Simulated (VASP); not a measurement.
All values below come from PBEsol GGA, VASP's PBE PAW potentials (set 64) (plane waves; VASP).

VASP input:

**INCAR**
```
LWAVE = .FALSE.
LCHARG = .FALSE.
LASPH = .TRUE.   ! aspherical one-centre terms
PREC = Accurate
LREAL = .FALSE.
ICHARG = 11
SIGMA = 0.05   ! width (eV)
ISMEAR = 0   ! Gaussian
ENCUT = 400
ALGO = Normal
EDIFF = 1E-7   ! SCF stop (eV)
SYSTEM = YSi2
NELM = 100
LORBIT = 11
GGA = PS
LMAXMIX = 4
```

**POSCAR**
```
YSi2
1
    5.2958139095    -0.0000000125     0.0000000000
   -2.6479074767     4.5863093409     0.0000000000
    0.0000000000     0.0000000000     7.2060602962
Y Si
3 6
Direct
  0.5000000000   0.0000000000   1.0000000000
  0.5000000000   0.5000000000   0.3333330000
  1.0000000000   0.5000000000   0.6666670000
  0.1346384907   0.2692769815   1.0000000000
  0.8653615093   0.1346384908   0.3333330000
  0.7307230186   0.8653615093   0.6666670000
  0.8653615093   0.7307230185   1.0000000000
  0.1346384907   0.8653615092   0.3333330000
  0.2692769814   0.1346384907   0.6666670000
```

### KPOINTS
```
k-points along high-symmetry lines
10
Line-mode
Reciprocal
  0.000000   0.000000   0.000000 ! GAMMA
  0.500000   0.000000   0.000000 ! M

  0.500000   0.000000   0.000000 ! M
  0.333333   0.333333   0.000000 ! K

  0.333333   0.333333   0.000000 ! K
  0.000000   0.000000   0.000000 ! GAMMA

  0.000000   0.000000   0.000000 ! GAMMA
  0.000000   0.000000   0.500000 ! A

  0.000000   0.000000   0.500000 ! A
  0.500000   0.000000   0.500000 ! L

  0.500000   0.000000   0.500000 ! L
  0.333333   0.333333   0.500000 ! H

  0.333333   0.333333   0.500000 ! H
  0.000000   0.000000   0.500000 ! A

  0.500000   0.000000   0.500000 ! L
  0.500000   0.000000   0.000000 ! M

  0.333333   0.333333   0.500000 ! H
  0.333333   0.333333   0.000000 ! K
```

POTCAR, in this order: Y_sv Si (PBE.64 set). Program: vasp_std. Read from the step before: CHGCAR.

Output

**OUTCAR**
```
 ion  position               nearest neighbor table
   1  0.500  0.000  0.000-   4 2.92   7 2.92   7 2.92   4 2.92   8 2.94   5 2.94   9 2.94   6 2.94
                             4 3.35   7 3.35   3 3.58   3 3.58   2 3.58   2 3.58
   2  0.500  0.500  0.333-   8 2.92   5 2.92   8 2.92   5 2.92   4 2.94   7 2.94   6 2.94   9 2.94
                             8 3.35   5 3.35   1 3.58   1 3.58   3 3.58   3 3.58
   3  0.000  0.500  0.667-   9 2.92   6 2.92   9 2.92   6 2.92   4 2.94   7 2.94   5 2.94   8 2.94
                             6 3.35   9 3.35   1 3.58   1 3.58   2 3.58   2 3.58
   4  0.135  0.269  0.000-   7 2.47   5 2.70   9 2.70   1 2.92   1 2.92   2 2.94   3 2.94   1 3.35
  LATTYP: Found a hexagonal cell.
 ALAT       =     5.2958139095
 C/A-ratio  =     1.3607087446
 Subroutine PRICEL returns:
 Original cell was already a primitive cell.
 Subroutine GETGRP returns: Found 12 space group operations
The static configuration has the point symmetry D_2 .
 The point group associated with its full space group is D_6 .
The dynamic configuration has the point symmetry D_2 .
 Subroutine INISYM returns: Found 12 space group operations
   k-points           NKPTS =     90   k-points in BZ     NKDIM =     90   number of bands    NBANDS=     34
   number of dos      NEDOS =    301   number of ions     NIONS =      9
   total plane-waves  NPLWV =  62208
   dimension x,y,z NGX =    36 NGY =   36 NGZ =   48
   dimension x,y,z NGXF=    72 NGYF=   72 NGZF=   96
   ions per type =               3   6
   PREC   = accura    normal or accurate (medium, high low for compatibility)
   ISTART =      0    job   : 0-new  1-cont  2-samecut
   ICHARG =     11    charge: 1-file 2-atom 10-const
   ISPIN  =      1    spin polarized calculation?
   LNONCOLLINEAR =      F non collinear calculations
   LSORBIT =      F    spin-orbit coupling
   INIWAV =      1    electr: 0-lowe 1-rand  2-diag
   ENCUT  =  400.0 eV  29.40 Ry    5.42 a.u.   8.64  8.64 11.75*2*pi/ulx,y,z
   NELM   =    100;   NELMIN=  2; NELMDL= -5     # of ELM steps
   EDIFF  = 0.1E-06   stopping-criterion for ELM
   LREAL  =      F    real-space projection
   NLSPLINE    = F    spline interpolate recip. space projectors
   LMAXMIX     =    4 max onsite mixed and CHGCAR
   VOSKOWN=      0    Vosko Wilk Nusair interpolation
   EDIFFG = 0.1E-05   stopping-criterion for IOM
   NSW    =      0    number of steps for IOM
...
```

OSZICAR:
```
       N       E                     dE             d eps       ncg     rms          rms(c)
DAV:   1     0.231846305338E+03    0.23185E+03   -0.22840E+04  6120   0.126E+03
DAV:   2    -0.337928457789E+02   -0.26564E+03   -0.26084E+03  7068   0.302E+02
DAV:   3    -0.569453601223E+02   -0.23153E+02   -0.22701E+02  9918   0.577E+01
DAV:   4    -0.586290422037E+02   -0.16837E+01   -0.16793E+01  8790   0.152E+01
DAV:   5    -0.586804884837E+02   -0.51446E-01   -0.51428E-01  8834   0.268E+00
DAV:   6    -0.586813166633E+02   -0.82818E-03   -0.82806E-03  8782   0.323E-01
DAV:   7    -0.586813377903E+02   -0.21127E-04   -0.21126E-04  8842   0.491E-02
DAV:   8    -0.586813383209E+02   -0.53061E-06   -0.53022E-06  8684   0.636E-03
DAV:   9    -0.586813383352E+02   -0.14256E-07   -0.14874E-07  5932   0.102E-03
   1 F= -.58681338E+02 E0= -.58679455E+02  d E =-.376608E-02
```

### OUTCAR
```
 val. band max:        6.0840118827   @ k =   0.1481   0.1481   0.0000

 cond. band min:       6.0932923859   @ k =   0.4444   0.1111   0.0000



 k-point     1 :       0.0000    0.0000    0.0000
  band No.  band energies     occupation
      1     -35.5956      2.00000
      2     -35.5576      2.00000
      3     -35.5575      2.00000
      4     -15.9070      2.00000
      5     -15.7701      2.00000
      6     -15.7701      2.00000
      7     -15.7679      2.00000
      8     -15.7678      2.00000
      9     -15.6611      2.00000
     10     -15.6611      2.00000
     11     -15.6007      2.00000
     12     -15.5499      2.00000
     13      -4.9794      2.00000
     14      -2.2793      2.00000
     15      -2.2793      2.00000
     16       0.6555      2.00000
     17       0.6556      2.00000
     18       1.5060      2.00000
     19       2.1686      2.00000
     20       2.5136      2.00000
     21       2.5136      2.00000
     22       4.1460      2.00000
     23       4.1461      2.00000
     24       4.4089      2.00000
     25       4.6963      2.00000
     26       4.6964      2.00000
     27       4.8852      2.00000
     28       5.0208      2.00000
     29       5.0208      2.00000
     30       6.5382      0.00000
     31       6.5382      0.00000
     32       7.0166      0.00000
     33       9.2060      0.00000
     34       9.5673      0.00000

 k-point     2 :       0.0556    0.0000    0.0000
  band No.  band energies     occupation
      1     -35.5953      2.00000
      2     -35.5578      2.00000
      3     -35.5576      2.00000
      4     -15.9072      2.00000
      5     -15.7821      2.00000
      6     -15.7818      2.00000
      7     -15.7572      2.00000
      8     -15.7568      2.00000
      9     -15.6620      2.00000
     10     -15.6601      2.00000
     11     -15.6004      2.00000
     12     -15.5501      2.00000
     13      -4.9588      2.00000
     14      -2.2690      2.00000
     15      -2.2619      2.00000
...
```

The density is held fixed in this step, so its total energy and stress have no physical meaning.

The structure was generated: YSi2 was put into the CrSi2 type (P6_222), which need not be its known phase. It was relaxed first. The electron count is odd and the run is not spin-polarised, which forces a metal.
